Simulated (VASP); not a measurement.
Given:

```
CELL_PARAMETERS angstrom
      2.88389     0.00000     0.00000
      0.00000     2.88389     0.00000
      0.00000     0.00000     2.88389
ATOMIC_POSITIONS crystal
  Ga 0.50000 0.50000 0.50000
  Co 0.00000 0.00000 0.00000
```

The numbers are results of PW91 GGA, VASP's PBE PAW potentials (set 64) (plane waves; VASP), not measurements. Run with 520 eV cut-off, 14×14×14 Γ-centred mesh, tetrahedra with Blöchl corrections, potentials Ga_d Co.

**Question.** Estimate the energy per atom (σ→0), band gap (on the k-mesh) with the smallest direct gap where there is one.

**Answer.** 
* **band gap (on the k-mesh)**: none (metal, semimetal or under 0.01 eV)
* **energy per atom (σ→0)**: -5.238 eV/atom

The absolute energy has meaning only against runs of the same code, potentials and settings.

The compound is CoGa in the CsCl type structure. It was relaxed first. The run is not spin-polarised, so no magnetic state was tried.
